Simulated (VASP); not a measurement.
**ScC (relaxed from the NiAs type structure, space group P6_3/mmc): computed properties**

All values below come from LDA (Ceperley-Alder, Perdew-Zunger), VASP's LDA PAW potentials (set 64) (plane waves; VASP).

```
Quantity                                                                                Value
----------------------------------  ---------------------------------------------------------
space group                                                                    P6_3/mmc (194)
cell                                a = b = 3.153 Å, c = 5.861 Å, α = β = 90.00°, γ = 120.00°
volume per atom                                                                12.62 Å^3/atom
band gap (over mesh and band path)                   none (metal, semimetal or under 0.01 eV)
density                                                                            3.75 g/cm³
```

```yaml
crystal:
  lattice:
    - [3.15341, 0.00000, 0.00000]
    - [-1.57670, 2.73093, 0.00000]
    - [0.00000, 0.00000, 5.86125]
  atoms:
    - { symbol: Sc, position: [0.00000, 0.00000, 0.00000] }
    - { symbol: Sc, position: [0.00000, 0.00000, 0.50000] }
    - { symbol: C, position: [0.33333, 0.66667, 0.25000] }
    - { symbol: C, position: [0.66667, 0.33333, 0.75000] }
```

The structure was generated: ScC was put into the NiAs type type (P6_3/mmc), which need not be its known phase. It was relaxed first, which changed the volume by -30 %. Symmetry was kept, so distortions that lower it aren't found.
